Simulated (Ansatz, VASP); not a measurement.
# Li5P2NO6 (phosphorus oxynitride glass): VASP beside Ansatz, part 2 of 2

Aim: how closely do two programs agree when they are given the same cell, functional and k mesh? The structure shown is the start of the Ansatz relaxation below; VASP solves that cell, so the two are compared at the walk's first step.

VASP 6.6.1 and Ansatz 0.2.0.

So far: Starting point; Ansatz: relaxation, PBE.

## (3) VASP: single point, PBE, start cell

Level of this step: PBE; plane waves and PAW (P, Li_sv, O, N) (VASP).

The same cell, functional, mesh and smearing now go to VASP, with its own data sets.

Lines of VASP's logs that name or quote its potential files are left out, and so is its time.

Input file INCAR:

```
SYSTEM = Li5P2NO6
PREC = Accurate
ENCUT = 650
EDIFF = 1E-06
NELM = 120
ISMEAR = -1
SIGMA = 0.05
LREAL = .FALSE.
ALGO = Normal
GGA = PE
NBANDS = 88
LORBIT = 11
LWAVE = .FALSE.
LCHARG = .FALSE.
ISIF = 2
LASPH = .TRUE.
GGA_COMPAT = .FALSE.
EFERMI = MIDGAP
KPAR = 4
```

Input file POSCAR:

```
Li5P2NO6
1.0
    7.0045130000      0.0000000000      0.0000000000
    0.0000000000      7.0045130000      0.0000000000
    0.0000000000      0.0000000000      7.0045130000
P Li O N
4 10 12 2
Direct
    0.4506690187      0.8457470205      0.0749909380
    0.8205741070      0.8385860659      0.3420970166
    0.0847249480      0.5814369964      0.0901130457
    0.4367819719      0.3724270338      0.5484379856
    0.0550880554      0.0586320562      0.6185780510
    0.0748740134      0.6241310424      0.6303530310
    0.4823290356      0.4179639612      0.1010899687
    0.8381200806      0.3504550566      0.7830610065
    0.6442300842      0.0970440058      0.8224630320
    0.8131620285      0.2831410264      0.3045810608
    0.8289360017      0.7942290920      0.8093390647
    0.1700880561      0.1444510132      0.2986010591
    0.5020650258      0.7959629742      0.5846240845
    0.0769209794      0.1487009875      0.0439279647
    0.5547020899      0.8362140237      0.8807730102
    0.2932440842      0.2088270805      0.5423800341
    0.8353560055      0.7403651046      0.5341740389
    0.0720879524      0.3889479540      0.1885110357
    0.9886390389      0.5625590244      0.8964430504
    0.9119740373      0.0863330541      0.8465210929
    0.3377339724      0.0344299454      0.0773719743
    0.3355259673      0.5635039866      0.5694410161
    0.5566930920      0.3670009607      0.3657310651
    0.5691680492      0.3423360054      0.7182610697
    0.9130440617      0.0331129373      0.3690910417
    0.9546530929      0.7213960485      0.2070640743
    0.6093030308      0.8457819980      0.2490859821
    0.2989050060      0.6671820011      0.0853219917
```

Input file KPOINTS:

```
Automatic mesh
0
Gamma
2 2 2
0 0 0
```

Potentials, in the order of the species: P, Li_sv, O and N (PBE family, release 64).

The run is started by

```sh
$ mpirun -np 4 vasp_std
```

Numbers of over 12 decimals in the logs are rounded to 6 here.

The program printed:

```text
[banner, memory and clock lines left out]
running    4 mpi-ranks, on    1 nodes
 distrk:  each k-point on    1 cores,    4 groups
 distr:  one band on    1 cores,    1 groups

 POSCAR found type information on POSCAR P LiO N
 POSCAR found :  4 types and      28 ions
|                                                                             |
|               ----> ADVICE to this user running VASP <----                  |
|                                                                             |
|     You have a (more or less) 'large supercell' and for larger cells it     |
|     might be more efficient to use real-space projection operators.         |
|     Therefore, try LREAL= Auto in the INCAR file.                           |
|     Mind: For very accurate calculation, you might also keep the            |
|     reciprocal projection scheme (i.e. LREAL=.FALSE.).                      |
|                                                                             |

 LDA part: xc-table for (Slater+PW92), standard interpolation
 POSCAR, INCAR and KPOINTS ok, starting setup
 FFT: planning ... GRIDC
 FFT: planning ... GRID_SOFT
 FFT: planning ... GRID
 WAVECAR not read
 entering main loop
       N       E                     dE             d eps       ncg     rms          rms(c)
DAV:   1     0.129774115425E+04    0.12977E+04   -0.69507E+04  1408   0.179E+03
DAV:   2    -0.417242355504E+02   -0.13395E+04   -0.12532E+04  1704   0.440E+02
DAV:   3    -0.181563099172E+03   -0.13984E+03   -0.13891E+03  1824   0.146E+02
DAV:   4    -0.194814723494E+03   -0.13252E+02   -0.13150E+02  2736   0.351E+01
DAV:   5    -0.197216175974E+03   -0.24015E+01   -0.24002E+01  2120   0.964E+00    0.469E+01
DAV:   6    -0.170565682091E+03    0.26650E+02   -0.10421E+02  1616   0.329E+01    0.249E+01
DAV:   7    -0.170608080446E+03   -0.42398E-01   -0.79738E+00  2072   0.883E+00    0.708E+00
DAV:   8    -0.170473184214E+03    0.13490E+00   -0.97494E-01  1976   0.359E+00    0.341E+00
DAV:   9    -0.170464761374E+03    0.84228E-02   -0.28524E-01  1792   0.241E+00    0.650E-01
DAV:  10    -0.170480243577E+03   -0.15482E-01   -0.64557E-02  2056   0.836E-01    0.483E-01
DAV:  11    -0.170486271568E+03   -0.60280E-02   -0.70110E-03  1992   0.321E-01    0.220E-01
DAV:  12    -0.170489827439E+03   -0.35559E-02   -0.34866E-03  1584   0.228E-01    0.723E-02
DAV:  13    -0.170490292223E+03   -0.46478E-03   -0.90704E-04  2160   0.929E-02    0.575E-02
DAV:  14    -0.170490374459E+03   -0.82236E-04   -0.14199E-04  1704   0.428E-02    0.220E-02
DAV:  15    -0.170490396930E+03   -0.22471E-04   -0.24964E-05  1832   0.196E-02    0.663E-03
DAV:  16    -0.170490401503E+03   -0.45722E-05   -0.99283E-06  1696   0.123E-02    0.347E-03
DAV:  17    -0.170490402169E+03   -0.66663E-06   -0.13236E-06  1256   0.505E-03
   1 F= -.17049040E+03 E0= -.17049040E+03  d E =-.381811E-15
```

From OUTCAR (step 3):

```text
ion  position               nearest neighbor table
   1  0.451  0.846  0.075-  21 1.54  15 1.54  28 1.64  27 1.65
   2  0.821  0.839  0.342-  17 1.51  25 1.52  26 1.57  27 1.62
   3  0.085  0.581  0.090-  18 1.52  19 1.52  26 1.57  28 1.62
   4  0.437  0.372  0.548-  22 1.52  24 1.52  16 1.53  23 1.53
   5  0.055  0.059  0.619-  20 1.90  25 2.02  16 2.04  12 2.46
   6  0.075  0.624  0.630-  22 1.92  17 1.98  19 2.01  11 2.44
   7  0.482  0.418  0.101-  23 1.96  28 2.17
   8  0.838  0.350  0.783-  24 1.94  20 1.97  19 1.99   9 2.25
   9  0.644  0.097  0.822-  20 1.88  24 1.94  15 1.97   8 2.25  11 2.49
  10  0.813  0.283  0.305-  23 1.94  25 1.94  18 2.12
  11  0.829  0.794  0.809-  17 1.96  15 2.01  19 2.06  20 2.14   6 2.44   9 2.49
  12  0.170  0.144  0.299-  14 1.90  16 1.97  18 2.00  25 2.02  21 2.09   5 2.46
  13  0.502  0.796  0.585-  22 2.01  15 2.13
  14  0.077  0.149  0.044-  20 1.85  12 1.90  18 1.96  21 2.01
  15  0.555  0.836  0.881-   1 1.54   9 1.97  11 2.01  13 2.13
  16  0.293  0.209  0.542-   4 1.53  12 1.97   5 2.04
  17  0.835  0.740  0.534-   2 1.51  11 1.96   6 1.98
  18  0.072  0.389  0.189-   3 1.52  14 1.96  12 2.00  10 2.12
  19  0.989  0.563  0.896-   3 1.52   8 1.99   6 2.01  11 2.06
  20  0.912  0.086  0.847-  14 1.85   9 1.88   5 1.90   8 1.97  11 2.14
  21  0.338  0.034  0.077-   1 1.54  14 2.01  12 2.09
  22  0.336  0.564  0.569-   4 1.52   6 1.92  13 2.01
  23  0.557  0.367  0.366-   4 1.53  10 1.94   7 1.96
  24  0.569  0.342  0.718-   4 1.52   8 1.94   9 1.94
  25  0.913  0.033  0.369-   2 1.52  10 1.94   5 2.02  12 2.02
  26  0.955  0.721  0.207-   2 1.57   3 1.57
  27  0.609  0.846  0.249-   2 1.62   1 1.65
  28  0.299  0.667  0.085-   3 1.62   1 1.64   7 2.17

  LATTYP: Found a simple cubic cell.
 ALAT       =     7.0045130000

 Subroutine GETGRP returns: Found  1 space group operations
 (whereof  1 operations were pure point group operations)

The static configuration has the point symmetry C_1 .

 Found      8 irreducible k-points:

   k-points           NKPTS =      8   k-points in BZ     NKDIM =      8   number of bands    NBANDS=     88

   dimension x,y,z NGX =    60 NGY =   60 NGZ =   60
   dimension x,y,z NGXF=   120 NGYF=  120 NGZF=  120

   ENCUT  =  650.0 eV  47.77 Ry    6.91 a.u.  14.56 14.56 14.56*2*pi/ulx,y,z

   NELECT =     132.0000    total number of electrons

 k-points in reciprocal lattice and weights: Automatic mesh
   0.00000000  0.00000000  0.00000000       0.125
   0.50000000  0.00000000  0.00000000       0.125
   0.00000000  0.50000000  0.00000000       0.125
   0.00000000  0.00000000  0.50000000       0.125
   0.50000000  0.50000000  0.00000000       0.125
   0.00000000  0.50000000  0.50000000       0.125
   0.50000000  0.00000000  0.50000000       0.125
   0.50000000  0.50000000  0.50000000       0.125

 average (electrostatic) potential at core
       1 -87.9300       2 -88.9518       3 -88.8884       4 -87.2186       5 -61.6871
       6 -62.4627       7 -62.6278       8 -61.7639       9 -61.1160      10 -62.5555
      11 -61.6043      12 -62.4033      13 -62.4017      14 -61.7088      15 -72.7747
      16 -72.3367      17 -73.7860      18 -73.8124      19 -73.7003      20 -70.4895
      21 -72.5630      22 -72.2445      23 -72.3264      24 -72.4691      25 -73.9599
      26 -75.3408      27 -65.5252      28 -65.4032

 E-fermi :   3.1329

 k-point     1 :       0.0000    0.0000    0.0000
  band No.  band energies     occupation
    ...
     62       0.8700      2.00000
     63       0.8868      2.00000
     64       1.0697      2.00000
     65       1.1649      2.00000
     66       1.2937      2.00000
     67       4.9520      0.00000
     68       5.9110      0.00000
     69       6.3126      0.00000
     70       7.0723      0.00000
     71       7.5535      0.00000
    ...

 k-point     2 :       0.5000    0.0000    0.0000
  band No.  band energies     occupation
    ...
     62       0.8588      2.00000
     63       0.9148      2.00000
     64       1.0914      2.00000
     65       1.1872      2.00000
     66       1.3043      2.00000
     67       5.6534      0.00000
     68       5.8432      0.00000
     69       5.9435      0.00000
     70       6.8179      0.00000
     71       6.9155      0.00000
    ...

 k-point     3 :       0.0000    0.5000    0.0000
  band No.  band energies     occupation
    ...
     62       0.8174      2.00000
     63       0.8650      2.00000
     64       1.0170      2.00000
     65       1.1517      2.00000
     66       1.3050      2.00000
     67       5.7723      0.00000
     68       5.8440      0.00000
     69       6.0582      0.00000
     70       6.9645      0.00000
     71       7.6455      0.00000
    ...

  Total      -11.3498273      1.3201839      2.0005977     -2.2905757     -1.2069864     -3.2199779
  in kB      -52.9134403      6.1547607      9.3268826    -10.6787738     -5.6270286    -15.0116918
  external PRESSURE =     -12.4772657 kB  Pullay stress =       0.0000000 kB

  energy-cutoff  :      650.00
  volume of cell :      343.66
      direct lattice vectors                 reciprocal lattice vectors
     7.004513000  0.000000000  0.000000000     0.142765100  0.000000000  0.000000000
     0.000000000  7.004513000  0.000000000     0.000000000  0.142765100  0.000000000
     0.000000000  0.000000000  7.004513000     0.000000000  0.000000000  0.142765100

 POSITION                                       TOTAL-FORCE (eV/Angst)
 -----------------------------------------------------------------------------------
      3.15672      5.92405      0.52528        -0.547897     -0.052319      0.370468
      5.74772      5.87389      2.39622        -3.243971     -0.095557     -1.819338
      0.59346      4.07268      0.63120         3.167285      1.335995     -0.249788
      3.05945      2.60867      3.84154        -0.121871     -0.026252     -0.264922
      0.38587      0.41069      4.33284         0.069447      0.577288      0.692378
      0.52446      4.37173      4.41532         0.723127     -0.436076      0.018674
      3.37848      2.92763      0.70809        -0.560810      0.252485      0.345148
      5.87062      2.45477      5.48496         0.053053     -0.200434      0.269293
      4.51252      0.67975      5.76095        -0.162169     -0.200856      0.147148
      5.69580      1.98327      2.13344        -0.436588      0.026999      0.254574
      5.80629      5.56319      5.66903        -0.268097      0.598721      0.627103
      1.19138      1.01181      2.09156         1.349435      0.198950      1.146856
      3.51672      5.57533      4.09501        -0.184290     -0.721077      0.026929
      0.53879      1.04158      0.30769        -0.247279     -0.489758     -2.030611
      3.88542      5.85727      6.16939         0.807622     -0.083883     -1.086931
      2.05403      1.46273      3.79911        -1.926045     -1.699171     -0.282280
      5.85126      5.18590      3.74163        -0.088646     -0.914139      1.630042
      0.50494      2.72439      1.32043        -0.394835     -1.739388      0.854067
      6.92494      3.94045      6.27915        -0.903876      0.375532     -1.858325
      6.38793      0.60472      5.92947        -0.253994      0.295969     -0.511451
      2.36566      0.24117      0.54195        -0.870257      1.110467      0.805149
      2.35020      3.94707      3.98866        -0.949831      1.738586      0.100482
      3.89936      2.57066      2.56177         1.302311     -0.011684     -1.871719
      3.98674      2.39790      5.03107         1.766668     -0.493539      2.025381
      6.39543      0.23194      2.58530         1.351040      1.983761     -0.442058
      6.68688      5.05303      1.45038         0.182831      0.225070     -0.287264
      4.26787      5.92429      1.74473         0.672511     -0.309312      1.134585
      2.09368      4.67329      0.59764        -0.284874     -1.246380      0.256408
 -----------------------------------------------------------------------------------
    total drift:                                0.002119     -0.000769     -0.000714

  FREE ENERGIE OF THE ION-ELECTRON SYSTEM (eV)
  ---------------------------------------------------
  free  energy   TOTEN  =      -170.4904021692 eV

  energy  without entropy=     -170.4904021692  energy(sigma->0) =     -170.49040217

 total charge
# of ion       s       p       d       tot
------------------------------------------
    1        0.898   1.461   0.000   2.359
    2        0.904   1.504   0.000   2.408
    3        0.903   1.499   0.000   2.402
    4        0.917   1.555   0.000   2.472
    5        2.022   0.056   0.000   2.078
    6        2.018   0.048   0.000   2.067
    7        2.009   0.035   0.000   2.044
    8        2.024   0.058   0.000   2.082
    9        2.029   0.067   0.000   2.095
   10        2.016   0.046   0.000   2.062
   11        2.019   0.052   0.000   2.072
   12        2.022   0.058   0.000   2.079
   13        2.007   0.034   0.000   2.041
   14        2.027   0.066   0.000   2.094
   15        1.553   3.611   0.000   5.164
   16        1.551   3.619   0.000   5.170
   17        1.558   3.627   0.000   5.185
   18        1.554   3.638   0.000   5.192
   19        1.554   3.637   0.000   5.191
   20        1.536   3.452   0.000   4.989
   21        1.554   3.588   0.000   5.142
   22        1.552   3.627   0.000   5.179
   23        1.550   3.628   0.000   5.177
   24        1.552   3.633   0.000   5.184
   25        1.555   3.644   0.000   5.199
   26        1.545   3.771   0.000   5.317
   27        1.198   2.680   0.000   3.878
   28        1.200   2.700   0.000   3.900
--------------------------------------------------
tot         44.828  55.396   0.000 100.224

[... 3 further parts left out ...]
```

The run ends at a pressure of -1.25 GPa, with forces up to 3.7 eV/Å.

## (4) Comparison

Known differences besides the potentials themselves: the cutoff is 420 eV in Ansatz and 650 eV in VASP. Total energies have different zeros and are not compared.

Forces on 8 of the 28 atoms, those with the largest forces and the largest differences (eV/Å; atoms numbered as in POSCAR):

```csv
atom,"Ansatz x, y, z","VASP x, y, z"
P2,"-3.292, -0.066, -1.790","-3.244, -0.096, -1.819"
P3,"3.212, 1.308, -0.293","3.167, 1.336, -0.250"
O16,"-1.992, -1.782, -0.283","-1.926, -1.699, -0.282"
O18,"-0.401, -1.843, 0.901","-0.395, -1.739, 0.854"
O19,"-0.952, 0.362, -1.946","-0.904, 0.376, -1.858"
O23,"1.365, -0.017, -1.960","1.302, -0.012, -1.872"
O24,"1.841, -0.511, 2.125","1.767, -0.494, 2.025"
O25,"1.397, 2.081, -0.423","1.351, 1.984, -0.442"
```

The forces differ by 39 meV/Å r.m.s., which is 3.8 % of the r.m.s. force of 1.020 eV/Å (both taken over all components).

## (5) Results

| Item | Value |
| --- | --- |
| r.m.s. force difference (single point, PBE, start cell) | 3.8 % of the r.m.s. force |

In words: The r.m.s. force difference is 3.8 % of the r.m.s. force (single point, PBE, start cell), beyond the 3 % picked in this series as the mark of a large difference. What causes the difference of the single point, PBE, start cell pair stays open here. How closely two codes agree says nothing of how well the functional describes the real material.

[Lines on the potential files, build, host, timing and source positions are cut from VASP's logs without a mark.]

[Logs are printed without paths, hosts, clocks, repeated set-up lines and the standing remarks that a program may print on its own settings, such as how far it seeks lower states.]

[Hosts, paths, dates, database ids (printed as entryN), source tags and the programs' standing remarks are cut or masked in the printed files.]
